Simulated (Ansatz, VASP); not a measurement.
# Al2O3 (Corundum) in two plane-wave programs, part 3 of 3

One calculation is typed for both programs; each brings its own data sets. How far apart do they land? The cell is taken from a series of runs on this material, whose earlier steps may have relaxed, scaled, displaced or heated it; both programs get it as it stands.

VASP 6.6.1 and Ansatz 0.2.0.

So far: Starting point; Ansatz: zone-centre phonons, LDA; VASP: zone-centre phonons, LDA.

### 3. VASP: zone-centre phonons, LDA (continued)

Level of this step: LDA; plane waves and PAW (O, Al) (VASP).

Numbers of over 12 decimals in the logs are rounded to 6 here.

Parts of OUTCAR (step 3):

```text
ion  position               nearest neighbor table
   1  0.556  0.944  0.250-   9 1.83  10 1.83   7 1.94   8 1.94
   2  0.250  0.556  0.944-  10 1.83   9 1.83   7 1.94   8 1.94
   3  0.944  0.250  0.556-   9 1.83  10 1.83   8 1.94   7 1.94
   4  0.444  0.056  0.750-   7 1.83   8 1.83   9 1.94  10 1.94
   5  0.750  0.444  0.056-   8 1.83   7 1.83   9 1.94  10 1.94
   6  0.056  0.750  0.444-   7 1.83   8 1.83  10 1.94   9 1.94
   7  0.352  0.352  0.352-   6 1.83   4 1.83   5 1.83   1 1.94   2 1.94   3 1.94   8 2.61   9 2.75
                             9 2.75   9 2.75   8 3.18   8 3.18   8 3.18
   8  0.148  0.148  0.148-   5 1.83   4 1.83   6 1.83   1 1.94   3 1.94   2 1.94   7 2.61  10 2.75
                            10 2.75  10 2.75   7 3.18   7 3.18   7 3.18
   9  0.648  0.648  0.648-   3 1.83   1 1.83   2 1.83   4 1.94   5 1.94   6 1.94  10 2.61   7 2.75
                             7 2.75   7 2.75  10 3.18  10 3.18  10 3.18
  10  0.852  0.852  0.852-   2 1.83   1 1.83   3 1.83   4 1.94   6 1.94   5 1.94   9 2.61   8 2.75
                             8 2.75   8 2.75   9 3.18   9 3.18   9 3.18

  LATTYP: Found a trigonal (rhomboedric) cell.
 ALAT       =     5.0551391485
 COS(alpha) =     0.5681395540

 Subroutine GETGRP returns: Found 12 space group operations
 (whereof  6 operations were pure point group operations)

The static configuration has the point symmetry S_6 .
 The point group associated with its full space group is D_3d.

 Found     32 irreducible k-points:

   k-points           NKPTS =     32   k-points in BZ     NKDIM =     32   number of bands    NBANDS=     34

   dimension x,y,z NGX =    40 NGY =   40 NGZ =   40
   dimension x,y,z NGXF=    80 NGYF=   80 NGZF=   80

   ENCUT  =  600.0 eV  44.10 Ry    6.64 a.u.  10.10 10.10 10.10*2*pi/ulx,y,z

   NELECT =      48.0000    total number of electrons

 k-points in reciprocal lattice and weights: Automatic mesh
   0.00000000  0.00000000  0.00000000       0.005
   0.16666667 -0.00000000 -0.00000000       0.028
   0.33333333 -0.00000000 -0.00000000       0.028
   0.50000000 -0.00000000 -0.00000000       0.014
   0.16666667  0.16666667 -0.00000000       0.028
   0.33333333  0.16666667 -0.00000000       0.056
   0.50000000  0.16666667 -0.00000000       0.056
  -0.33333333  0.16666667  0.00000000       0.056
  -0.16666667  0.16666667  0.00000000       0.028
[...]
-0.33333333  0.50000000  0.33333333       0.028
   0.50000000  0.50000000  0.50000000       0.005

 average (electrostatic) potential at core
       1 -67.7742       2 -67.7742       3 -67.7742       4 -67.7742       5 -67.7742
       6 -67.7742       7 -69.0813       8 -69.0813       9 -69.0813      10 -69.0813

   2 f  =   23.492207 THz   147.605890 2PiTHz  783.615677 cm-1    97.155918 meV
             X         Y         Z           dx          dy          dz
     -0.911181  1.356217  7.465167     0.000012   -0.403726    0.337802
     -0.718928 -1.467215  7.465167    -0.250646    0.030359   -0.168920
      1.630109  0.110998  7.465167     0.250612    0.030393   -0.168882
      0.911181 -1.356217  5.332262    -0.000012    0.403726   -0.337802
      0.718928  1.467215  5.332262     0.250646   -0.030359    0.168920
     -1.630109 -0.110998  5.332262    -0.250612   -0.030393    0.168882
      0.000000  0.000000  4.503979     0.103932   -0.091546    0.000000
      0.000000  0.000000  1.894735    -0.103944   -0.091532    0.000000
      0.000000  0.000000  8.293450    -0.103932    0.091546   -0.000000
      0.000000  0.000000 10.902694     0.103944    0.091532   -0.000000

   3 f  =   23.283339 THz   146.293537 2PiTHz  776.648607 cm-1    96.292112 meV
             X         Y         Z           dx          dy          dz
     -0.911181  1.356217  7.465167    -0.000000   -0.236140    0.328828
     -0.718928 -1.467215  7.465167     0.204503    0.118070    0.328828
      1.630109  0.110998  7.465167    -0.204503    0.118070    0.328828
      0.911181 -1.356217  5.332262     0.000000    0.236140   -0.328828
      0.718928  1.467215  5.332262    -0.204503   -0.118070   -0.328828
     -1.630109 -0.110998  5.332262     0.204503   -0.118070   -0.328828
      0.000000  0.000000  4.503979    -0.000000    0.000000    0.064537
      0.000000  0.000000  1.894735     0.000000    0.000000    0.064537
      0.000000  0.000000  8.293450     0.000000   -0.000000   -0.064537
      0.000000  0.000000 10.902694    -0.000000   -0.000000   -0.064537

   4 f  =   21.290418 THz   133.771639 2PiTHz  710.171890 cm-1    88.050053 meV
             X         Y         Z           dx          dy          dz
     -0.911181  1.356217  7.465167     0.383259    0.000000   -0.000000
     -0.718928 -1.467215  7.465167    -0.191630    0.331912    0.000000
      1.630109  0.110998  7.465167    -0.191630   -0.331912   -0.000000
      0.911181 -1.356217  5.332262     0.383259   -0.000000    0.000000
      0.718928  1.467215  5.332262    -0.191630    0.331912    0.000000
     -1.630109 -0.110998  5.332262    -0.191630   -0.331912   -0.000000
      0.000000  0.000000  4.503979    -0.000000   -0.000000   -0.172245
      0.000000  0.000000  1.894735    -0.000000    0.000000    0.172245
      0.000000  0.000000  8.293450    -0.000000   -0.000000   -0.172245
      0.000000  0.000000 10.902694    -0.000000    0.000000    0.172245

   5 f  =   20.070988 THz   126.109734 2PiTHz  669.496079 cm-1    83.006897 meV
             X         Y         Z           dx          dy          dz
     -0.911181  1.356217  7.465167    -0.395449    0.000000   -0.000000
     -0.718928 -1.467215  7.465167     0.197725   -0.342469    0.000000
      1.630109  0.110998  7.465167     0.197725    0.342469   -0.000000
      0.911181 -1.356217  5.332262     0.395449    0.000000    0.000000
      0.718928  1.467215  5.332262    -0.197725    0.342469   -0.000000
     -1.630109 -0.110998  5.332262    -0.197725   -0.342469    0.000000
      0.000000  0.000000  4.503979     0.000000    0.000000   -0.124217
      0.000000  0.000000  1.894735     0.000000   -0.000000    0.124217
      0.000000  0.000000  8.293450    -0.000000   -0.000000    0.124217
      0.000000  0.000000 10.902694    -0.000000    0.000000   -0.124217

   6 f  =   19.759482 THz   124.152486 2PiTHz  659.105369 cm-1    81.718614 meV
             X         Y         Z           dx          dy          dz
     -0.911181  1.356217  7.465167    -0.255609    0.000008   -0.000002
     -0.718928 -1.467215  7.465167     0.285338    0.312312    0.088152
      1.630109  0.110998  7.465167     0.285327   -0.312314   -0.088150
      0.911181 -1.356217  5.332262    -0.255609    0.000008   -0.000002
      0.718928  1.467215  5.332262     0.285338    0.312312    0.088152
     -1.630109 -0.110998  5.332262     0.285327   -0.312314   -0.088150
      0.000000  0.000000  4.503979    -0.121475   -0.125901    0.000000
      0.000000  0.000000  1.894735    -0.121479    0.125897   -0.000000
      0.000000  0.000000  8.293450    -0.121475   -0.125901    0.000000
      0.000000  0.000000 10.902694    -0.121479    0.125897   -0.000000

   7 f  =   19.759482 THz   124.152486 2PiTHz  659.105369 cm-1    81.718614 meV
             X         Y         Z           dx          dy          dz
     -0.911181  1.356217  7.465167    -0.000005   -0.465647    0.101788
     -0.718928 -1.467215  7.465167    -0.312308    0.075301   -0.050892
      1.630109  0.110998  7.465167     0.312318    0.075290   -0.050896
      0.911181 -1.356217  5.332262    -0.000005   -0.465647    0.101788
      0.718928  1.467215  5.332262    -0.312308    0.075301   -0.050892
     -1.630109 -0.110998  5.332262     0.312318    0.075290   -0.050896
      0.000000  0.000000  4.503979    -0.125901    0.121475   -0.000000
      0.000000  0.000000  1.894735     0.125897    0.121479   -0.000000
      0.000000  0.000000  8.293450    -0.125901    0.121475   -0.000000
      0.000000  0.000000 10.902694     0.125897    0.121479   -0.000000

   8 f  =   18.600320 THz   116.869259 2PiTHz  620.439901 cm-1    76.924709 meV
             X         Y         Z           dx          dy          dz
     -0.911181  1.356217  7.465167    -0.000000    0.333298   -0.171528
     -0.718928 -1.467215  7.465167    -0.288645   -0.166649   -0.171528
      1.630109  0.110998  7.465167     0.288645   -0.166649   -0.171528
      0.911181 -1.356217  5.332262    -0.000000    0.333298   -0.171528
      0.718928  1.467215  5.332262    -0.288645   -0.166649   -0.171528
     -1.630109 -0.110998  5.332262     0.288645   -0.166649   -0.171528
      0.000000  0.000000  4.503979    -0.000000    0.000000    0.198079
      0.000000  0.000000  1.894735     0.000000    0.000000    0.198079
      0.000000  0.000000  8.293450    -0.000000    0.000000    0.198079
      0.000000  0.000000 10.902694     0.000000    0.000000    0.198079

   9 f  =   18.528418 THz   116.417484 2PiTHz  618.041501 cm-1    76.627346 meV
             X         Y         Z           dx          dy          dz
     -0.911181  1.356217  7.465167    -0.140638   -0.000000    0.000000
     -0.718928 -1.467215  7.465167     0.070319   -0.121796    0.000000
      1.630109  0.110998  7.465167     0.070319    0.121796   -0.000000
      0.911181 -1.356217  5.332262    -0.140638   -0.000000    0.000000
      0.718928  1.467215  5.332262     0.070319   -0.121796    0.000000
     -1.630109 -0.110998  5.332262     0.070319    0.121796   -0.000000
      0.000000  0.000000  4.503979    -0.000000   -0.000000   -0.469395
      0.000000  0.000000  1.894735    -0.000000    0.000000    0.469395
      0.000000  0.000000  8.293450    -0.000000   -0.000000   -0.469395
      0.000000  0.000000 10.902694    -0.000000    0.000000    0.469395
    [... 271 further lines ...]
      0.000000  0.000000  8.293450     0.359063   -0.058375   -0.000000
      0.000000  0.000000 10.902694     0.359050   -0.058455   -0.000000

 MACROSCOPIC STATIC DIELECTRIC TENSOR IONIC CONTRIBUTION
 ------------------------------------------------------
           5.483292    -0.000000     0.000000
          -0.000000     5.483292     0.000000
           0.000000     0.000000     7.270593
 ------------------------------------------------------

 ELASTIC MODULI CONTR FROM IONIC RELAXATION (kBar)
 Direction    XX          YY          ZZ          XY          YZ          ZX
 --------------------------------------------------------------------------------
 XX        -463.0277    200.9369    174.7230     -0.0000    108.1551      0.0000
 YY         200.9369   -463.0277    174.7230      0.0000   -108.1551      0.0000
 ZZ         174.7230    174.7230   -264.1499      0.0000     -0.0000     -0.0000
 XY          -0.0000      0.0000      0.0000   -331.9937     -0.0000    106.1584
 YZ         108.1551   -108.1551     -0.0000     -0.0000   -173.3457      0.0000
 ZX           0.0000      0.0000     -0.0000    106.1584      0.0000   -171.3945
 --------------------------------------------------------------------------------

 PIEZOELECTRIC TENSOR IONIC CONTR  for field in x, y, z        (C/m^2)
          XX          YY          ZZ          XY          YZ          ZX
  --------------------------------------------------------------------------------
  x     0.00000    -0.00000     0.00000    -0.00000    -0.00000     0.00000
  y     0.00000    -0.00000     0.00000    -0.00000    -0.00000    -0.00000
  z    -0.00000    -0.00000     0.00000    -0.00000    -0.00000    -0.00000
```

### 4. Differences

Known differences besides the potentials themselves: fixed occupations in Ansatz, narrow Gaussian smearing in VASP; the cutoff is 420 eV in Ansatz and 600 eV in VASP; VASP's log shows a relativistic correction to its local exchange, Ansatz's none. Total energies have different zeros and are not compared.

The two programs side by side:

```csv
quantity,Ansatz,VASP,difference
ε∞ xx,3.23,3.21,+0.60 %
ε∞ yy,3.23,3.21,+0.60 %
ε∞ zz,3.18,3.17,+0.61 %
Born charge of O1 (mean of the diagonal) (e),-1.96,-1.95,-0.01
Born charge of Al7 (mean of the diagonal) (e),2.94,2.92,+0.02
optical mode 1 (cm⁻¹),320.9,324.9,-1.25 %
optical mode 2 to 3 (cm⁻¹),379.7,381.6,-0.51 %
optical mode 4 to 5 (cm⁻¹),401.6,404.8,-0.79 %
optical mode 6 (cm⁻¹),404.0,406.7,-0.67 %
optical mode 7 (cm⁻¹),428.1,431.0,-0.67 %
optical mode 8 to 9 (cm⁻¹),446.9,450.4,-0.79 %
optical mode 10 to 11 (cm⁻¹),449.2,453.1,-0.85 %
optical mode 12 to 13 (cm⁻¹),457.0,461.6,-1.00 %
optical mode 14 (cm⁻¹),537.9,540.6,-0.52 %
optical mode 15 to 16 (cm⁻¹),591.6,595.2,-0.60 %
optical mode 17 to 18 (cm⁻¹),598.9,606.1,-1.19 %
optical mode 19 (cm⁻¹),612.0,618.0,-0.97 %
optical mode 20 (cm⁻¹),616.2,620.4,-0.69 %
optical mode 21 to 22 (cm⁻¹),652.0,659.1,-1.08 %
optical mode 23 (cm⁻¹),663.1,669.5,-0.95 %
optical mode 24 (cm⁻¹),706.2,710.2,-0.56 %
optical mode 25 (cm⁻¹),770.8,776.6,-0.75 %
optical mode 26 to 27 (cm⁻¹),775.7,783.6,-1.01 %
```

Modes are paired by rising frequency, not by their patterns, so a pair may set unlike modes beside each other; they are those without the splitting of longitudinal modes.

### 5. Summary of results

```
r.m.s. difference of the optical zone-centre modes, each program's sorted by frequency (zone-centre phonons, LDA) : 5.0 cm⁻¹
difference in optical mode 1 (zone-centre phonons, LDA)                                                           : -1.2 %
```

**Reading.** The r.m.s. difference of the optical zone-centre modes, each program's sorted by frequency is 5.0 cm⁻¹ (zone-centre phonons, LDA). Among the rows given in per cent, the largest difference of the zone-centre phonons, LDA pair is in optical mode 1, -1.2 %. How closely two codes agree says nothing of how well the functional describes the real material.

[Lines on the potential files, build, host, timing and source positions are cut from VASP's logs without a mark.]

[Logs are printed without paths, hosts, clocks, repeated set-up lines and the standing remarks that a program may print on its own settings, such as how far it seeks lower states.]

[Hosts, paths, dates, database ids (printed as entryN), source tags and the programs' standing remarks are cut or masked in the printed files.]
